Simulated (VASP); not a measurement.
Here is the system:

```
NaI
1.0
    0.00000     3.34137     3.34137
    3.34137     0.00000     3.34137
    3.34137     3.34137     0.00000
Na I
1 1
Direct
  0.00000   0.00000   0.00000
  0.50000   0.50000   0.50000
```

Calculation: revPBE GGA, VASP's PBE PAW potentials (set 64) (plane waves; VASP). Settings: 520 eV cut-off, Gaussian smearing of 0.050 eV, potentials Na_pv I.

Unless said otherwise, spin-orbit coupling is left out, though it shifts the bands of the heavy elements here.

Task: Give the energies of bands 5 to 10 at the high-symmetry points, in eV from the valence-band maximum.

Result: 
```tsv
band	Γ	X	U	L	W
5	0.00	-1.57	-1.34	-1.81	-1.15
6	0.00	-0.61	-1.10	-0.23	-1.15
7	0.00	-0.61	-0.49	-0.23	-0.76
8	3.64	4.61	5.31	5.24	5.77
9	8.02	5.85	6.73	7.49	7.49
10	8.02	9.48	8.49	7.49	7.49
```

The gap is direct, 3.64 eV, from the valence maximum at Γ to the conduction minimum at Γ.

Measured: gap 5.90 eV (computed value off by -2.26 eV), as given by Abedi et al., (2022), arXiv:2211.14644.

The compound is NaI in the rock salt structure. It was relaxed first, which changed the volume by +10 %.
